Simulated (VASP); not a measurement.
# MnAl15N16 (a cell with a defect) in VASP: further runs, part 2 of 2

VASP 6.6.1.

## Step 4: Single point, PBEsol+U, collinear spin, zero start

INCAR reads:

```
  PREC = Accurate
  ENCUT = 450
  EDIFF = 1E-5
  ISMEAR = 0
  SIGMA = 0.03
  LREAL = Auto
  LASPH = True
  NELM = 120
  ALGO = Normal
  ISIF = 2
  LWAVE = False
  LCHARG = False
  ISPIN = 2
  MAGMOM = 0 0 0 0 0 0 0 0 0 0 0 0 0 0 0 0 0 0 0 0 0 0 0 0 0 0 0 0 0 0 0 0
  LORBIT = 11
  NUPDOWN = 0
  LMAXMIX = 4
  LDAU = True
  LDAUTYPE = 2
  LDAUL = 2 -1 -1
  LDAUU = 3.5 0 0
  LDAUJ = 0 0 0
  LDAUPRINT = 1
  GGA = PS
  NBANDS = 95
```

KPOINTS reads:

```
Automatic mesh
0
Gamma
  3 3 2
```

POSCAR reads:

```
MnAl15N16
1.0
    6.2200008610      0.0000000000      0.0000000000
   -3.1100004305      5.3866787572      0.0000000000
    0.0000000000      0.0000000000      9.9600000000
Mn Al N
1 15 16
Direct
    0.3333333333      0.1666666667      0.0000000000
    0.3333333333      0.1666666667      0.5000000000
    0.3333333333      0.6666666667      0.0000000000
    0.3333333333      0.6666666667      0.5000000000
    0.8333333333      0.1666666667      0.0000000000
    0.8333333333      0.1666666667      0.5000000000
    0.8333333333      0.6666666667      0.0000000000
    0.8333333333      0.6666666667      0.5000000000
    0.1666666667      0.3333333333      0.2500000000
    0.1666666667      0.3333333333      0.7500000000
    0.1666666667      0.8333333333      0.2500000000
    0.1666666667      0.8333333333      0.7500000000
    0.6666666667      0.3333333333      0.2500000000
    0.6666666667      0.3333333333      0.7500000000
    0.6666666667      0.8333333333      0.2500000000
    0.6666666667      0.8333333333      0.7500000000
    0.3333333333      0.1666666667      0.1910000000
    0.3333333333      0.1666666667      0.6910000000
    0.3333333333      0.6666666667      0.1910000000
    0.3333333333      0.6666666667      0.6910000000
    0.8333333333      0.1666666667      0.1910000000
    0.8333333333      0.1666666667      0.6910000000
    0.8333333333      0.6666666667      0.1910000000
    0.8333333333      0.6666666667      0.6910000000
    0.1666666667      0.3333333333      0.4410000000
    0.1666666667      0.3333333333      0.9410000000
    0.1666666667      0.8333333333      0.4410000000
    0.1666666667      0.8333333333      0.9410000000
    0.6666666667      0.3333333333      0.4410000000
    0.6666666667      0.3333333333      0.9410000000
    0.6666666667      0.8333333333      0.4410000000
    0.6666666667      0.8333333333      0.9410000000
```

Potentials or basis: VASP PAW PBE potentials, release 64 (Mn_pv, Al, N).

Run with:

```console
$ cat potpaw_PBE.64/Mn_pv/POTCAR potpaw_PBE.64/Al/POTCAR potpaw_PBE.64/N/POTCAR > POTCAR
$ mpirun -np 1 vasp_std > vasp.out
```

OUTCAR:

```text
PREC = Accurate
   ENCUT = 450
   EDIFF = 1E-5
   ISMEAR = 0
   LREAL = Auto
   LASPH = True
   NELM = 120
   ISIF = 2
   ISPIN = 2
   LORBIT = 11
   NUPDOWN = 0
   GGA = PS

 ion  position               nearest neighbor table
   1  0.333  0.167  0.000-  26 1.89  30 1.89  28 1.89  17 1.90   9 3.07  10 3.07  13 3.07  14 3.07
                            11 3.07  12 3.07   5 3.11   5 3.11   7 3.11   3 3.11   3 3.11   7 3.11
   2  0.333  0.167  0.500-  25 1.89  29 1.89  27 1.89  18 1.90   9 3.07  10 3.07  13 3.07  14 3.07
                            11 3.07  12 3.07   6 3.11   6 3.11   8 3.11   4 3.11   4 3.11   8 3.11
   3  0.333  0.667  0.000-  28 1.89  32 1.89  26 1.89  19 1.90  11 3.07  12 3.07  15 3.07  16 3.07
                             9 3.07  10 3.07   7 3.11   7 3.11   1 3.11   1 3.11   5 3.11   5 3.11
   4  0.333  0.667  0.500-  27 1.89  31 1.89  25 1.89  20 1.90  11 3.07  12 3.07  15 3.07  16 3.07
                             9 3.07  10 3.07   8 3.11   8 3.11   2 3.11   2 3.11   6 3.11   6 3.11
   5  0.833  0.167  0.000-  30 1.89  26 1.89  32 1.89  21 1.90  13 3.07  14 3.07   9 3.07  10 3.07
                            15 3.07  16 3.07   1 3.11   1 3.11   7 3.11   7 3.11   3 3.11   3 3.11
   6  0.833  0.167  0.500-  29 1.89  25 1.89  31 1.89  22 1.90  13 3.07  14 3.07   9 3.07  10 3.07
                            15 3.07  16 3.07   2 3.11   2 3.11   8 3.11   8 3.11   4 3.11   4 3.11
[... 1355 lines left out ...]
      direct lattice vectors                 reciprocal lattice vectors
     6.220000861  0.000000000  0.000000000     0.160771682  0.092821574  0.000000000
    -3.110000430  5.386678757  0.000000000     0.000000000  0.185643148  0.000000000
     0.000000000  0.000000000  9.960000000     0.000000000  0.000000000  0.100401606

 POSITION                                       TOTAL-FORCE (eV/Angst)
 -----------------------------------------------------------------------------------
      1.55500      0.89778      0.00000        -0.000000     -0.000000     -0.016807
      1.55500      0.89778      4.98000        -0.000000     -0.000000     -0.013401
     -0.00000      3.59112      0.00000         0.142649      0.082358      0.185890
     -0.00000      3.59112      4.98000         0.012067      0.006967     -0.030766
      4.66500      0.89778      0.00000        -0.000000     -0.164716      0.185890
      4.66500      0.89778      4.98000        -0.000000     -0.013934     -0.030766
[... 24 lines left out ...]
      1.55500      4.48890      4.39236        -0.000000     -0.000000      0.041136
      1.55500      4.48890      9.37236        -0.000000     -0.000000     -0.042388
 -----------------------------------------------------------------------------------
    total drift:                               -0.000001      0.000002      0.028631

  FREE ENERGIE OF THE ION-ELECTRON SYSTEM (eV)
  ---------------------------------------------------
  free  energy   TOTEN  =      -248.5397186025 eV

  energy  without entropy=     -248.5397186025  energy(sigma->0) =     -248.53971860

 total charge

# of ion       s       p       d       tot
------------------------------------------
    1        0.379   6.374   5.219  11.972
    2        0.369   0.443   0.000   0.812
    3        0.371   0.445   0.000   0.816
    4        0.369   0.443   0.000   0.812
    5        0.371   0.445   0.000   0.816
    6        0.369   0.443   0.000   0.812
[... 24 lines left out ...]
   31        1.223   2.614   0.000   3.837
   32        1.223   2.614   0.000   3.837
--------------------------------------------------
tot         25.522  54.721   5.219  85.461

 magnetization (x)

# of ion       s       p       d       tot
------------------------------------------
    1       -0.000   0.000  -0.000  -0.000
    2        0.000   0.000   0.000   0.000
    3        0.000   0.000   0.000   0.000
    4        0.000   0.000   0.000   0.000
    5        0.000   0.000   0.000   0.000
    6        0.000   0.000   0.000   0.000
[... 24 lines left out ...]
   31       -0.000  -0.000   0.000  -0.000
   32        0.000   0.000   0.000   0.000
--------------------------------------------------
tot          0.000   0.000  -0.000  -0.000
```

OSZICAR:

```text
N       E                     dE             d eps       ncg     rms          rms(c)
DAV:   1     0.660810144861E+03    0.66081E+03   -0.60326E+04  2376   0.120E+03
DAV:   2    -0.217812579003E+03   -0.87862E+03   -0.84371E+03  2781   0.274E+02
[... 16 lines left out ...]
DAV:  19    -0.248540329163E+03    0.20811E-03   -0.10271E-03  2856   0.542E-02    0.351E-01
DAV:  20    -0.248539699824E+03    0.62934E-03   -0.16995E-02  3392   0.217E-01    0.248E-01
DAV:  21    -0.248539729442E+03   -0.29618E-04   -0.53519E-04  2744   0.911E-02    0.167E-01
DAV:  22    -0.248539739112E+03   -0.96702E-05   -0.15330E-04  2808   0.431E-02    0.143E-01
DAV:  23    -0.248539724883E+03    0.14229E-04   -0.46637E-05  2528   0.218E-02    0.990E-02
DAV:  24    -0.248539718602E+03    0.62806E-05   -0.10134E-05  1768   0.168E-02
   1 F= -.24853972E+03 E0= -.24853972E+03  d E =-.749047E-44  mag=     0.0000
```

It took 17 min on 1 thread of Intel Xeon Platinum 8488C (Sapphire Rapids), shared host; peak memory 0.62 GiB.

Results:

```
Free energy                                           : -248.5397 eV
Largest force                                         : 0.624 eV/Å
Net moment                                            : 0.00 μB per cell
Valence electrons inside the program's atomic spheres : Mn 11.97; Al 0.81, 0.82; N 3.81, 3.84
```

Forces in eV/Å, atoms in the order of the input:
```
Mn   0.000  0.000 -0.017
Al   0.000  0.000 -0.013
Al   0.143  0.082  0.186
Al   0.012  0.007 -0.031
Al   0.000 -0.165  0.186
Al   0.000 -0.014 -0.031
Al  -0.143  0.082  0.186
Al  -0.012  0.007 -0.031
Al  -0.038  0.022 -0.113
Al   0.056 -0.032 -0.050
Al   0.000 -0.044 -0.113
Al   0.000  0.064 -0.050
Al   0.038  0.022 -0.113
Al  -0.056 -0.032 -0.050
Al   0.000  0.000 -0.024
Al   0.000  0.000  0.044
N    0.000  0.000  0.576
N    0.000  0.000  0.031
N   -0.008 -0.005  0.015
N   -0.001 -0.001  0.003
N    0.000  0.010  0.015
N    0.000  0.001  0.003
N    0.008 -0.005  0.015
N    0.001 -0.001  0.003
N    0.014 -0.008  0.024
N   -0.501  0.289 -0.233
N    0.000  0.016  0.024
N    0.000 -0.579 -0.233
N   -0.014 -0.008  0.024
N    0.501  0.289 -0.233
N    0.000  0.000  0.041
N    0.000  0.000 -0.042
```

Eigenvalues of the final occupation matrices:
```tsv
site	spin	trace	eigenvalues
site 1 d	1	2.63	0.26 0.26 0.26 0.92 0.92
site 1 d	2	2.63	0.26 0.26 0.26 0.92 0.92
```

Caveat: the k mesh is coarse (spacing up to 0.39 Å⁻¹), so the values aren't converged; the PAW data sets were made with another functional, which shifts forces and pressure a little; the total moment is fixed, so each spin has its own Fermi level.

## Step 5: Single point, PBEsol+U, collinear spin, ferromagnetic start

Changes to INCAR since step 4:

```diff
@@ -13,5 +13,4 @@
   ISPIN = 2
-  MAGMOM = 0 0 0 0 0 0 0 0 0 0 0 0 0 0 0 0 0 0 0 0 0 0 0 0 0 0 0 0 0 0 0 0
+  MAGMOM = 4 0 0 0 0 0 0 0 0 0 0 0 0 0 0 0 0 0 0 0 0 0 0 0 0 0 0 0 0 0 0 0
   LORBIT = 11
-  NUPDOWN = 0
   LMAXMIX = 4
@@ -25 +24,2 @@
   NBANDS = 95
+  KPAR = 4
```

KPOINTS is that of step 4.

POSCAR is that of step 4.

Run with:

```console
$ cat potpaw_PBE.64/Mn_pv/POTCAR potpaw_PBE.64/Al/POTCAR potpaw_PBE.64/N/POTCAR > POTCAR
$ mpirun -np 4 vasp_std > vasp.out
```

Run time: 3.6 min. Hardware: 4 MPI ranks of Intel Xeon 6975P-C (Granite Rapids), shared host; peak memory 0.63 GiB.

Results (log left out):

| Quantity | Value |
| --- | --- |
| Free energy | -250.0489 eV |
| Largest force | 1.900 eV/Å |
| Band gap on the k mesh | none (metal or under the smearing width) |
| Net moment | 4.00 μB per cell |
| Site moments | Mn +3.68; Al +0.00, +0.01; N -0.06, +0.00, -0.00 μB |
| Valence electrons inside the program's atomic spheres | Mn 11.86; Al 0.81; N 3.81, 3.84, 3.82 |

Forces on the atoms (eV/Å):
```
Mn   0.000  0.000  0.312
Al   0.000  0.000  0.098
Al  -0.002 -0.001 -0.071
Al   0.044  0.026  0.026
Al   0.000  0.002 -0.071
Al   0.000 -0.051  0.026
Al   0.002 -0.001 -0.071
Al  -0.044  0.026  0.026
Al  -0.236  0.136 -0.083
Al  -0.025  0.015  0.101
Al   0.000 -0.273 -0.083
Al   0.000 -0.029  0.101
Al   0.236  0.136 -0.083
Al   0.025  0.015  0.101
Al   0.000  0.000 -0.053
Al   0.000  0.000  0.106
N    0.000  0.000  0.977
N    0.000  0.000 -0.093
N   -0.014 -0.008  0.078
N    0.009  0.005 -0.083
N    0.000  0.016  0.078
N    0.000 -0.011 -0.083
N    0.014 -0.008  0.078
N   -0.009  0.005 -0.083
N    0.050 -0.029 -0.051
N   -1.618  0.934 -0.347
N    0.000  0.057 -0.051
N    0.000 -1.868 -0.347
N   -0.050 -0.029 -0.051
N    1.618  0.934 -0.347
N    0.000  0.000 -0.004
N    0.000  0.000 -0.049
```

Levels at points of the mesh, in eV from the Fermi level:
Spin up:
```csv
k point,band 69,band 70,band 71,band 72,band 73,band 74
"(0.00, 0.00, 0.00)",-1.83,-0.09,0.09,0.09,2.44,3.45
"(0.00, 0.00, 0.50)",-1.79,-0.28,0.07,0.07,3.20,3.20
```
Spin down:
```tsv
k point	band 63	band 64	band 65	band 66	band 67	band 68	band 69	band 70	band 71	band 72
(0.00, 0.00, 0.00)	-2.28	-2.28	-2.02	-2.02	-1.86	2.32	2.49	2.77	2.77	2.88
(0.00, 0.00, 0.50)	-2.52	-2.16	-2.16	-2.08	-2.08	2.14	2.64	2.64	2.89	2.89
```

Eigenvalues of the final occupation matrices:
```csv
site,spin,trace,eigenvalues
site 1 d,1,4.33,0.62 0.90 0.90 0.95 0.95
site 1 d,2,0.73,0.07 0.07 0.19 0.19 0.21
```

Caveat: the k mesh is coarse (spacing up to 0.39 Å⁻¹), so the values aren't converged; the PAW data sets were made with another functional, which shifts forces and pressure a little; only a ferromagnetic start was run, and an antiferromagnetic order may lie lower in energy.

## Step 6: Overview

| spin | fixed moment (μB) | moment (μB) | largest force (eV/Å) |
| --- | --- | --- | --- |
| collinear, ferromagnetic start | 4 | 4.00 | 1.90 |
| collinear, ferromagnetic start | 2 | 2.00 | 1.49 |
| collinear, zero start | 0 | 0.00 | 0.62 |
| collinear, ferromagnetic start | - | 4.00 | 1.90 |

Alike in all rows: task single point; level PBEsol+U; potentials or basis VASP PAW PBE potentials, release 64 (Mn_pv, Al, N); Mn d U = 3.5 eV; cell as given; k mesh 3 × 3 × 2; cutoff (eV) 450; smearing gaussian 0.03 eV; the mesh is coarse, so values aren't converged.

Caveats: all runs use coarse meshes; the PAW data sets were made with another functional, which shifts forces and pressure a little; the total moment is fixed, so each spin has its own Fermi level (some runs).

Absolute energies hang on the potentials; compare differences alone.
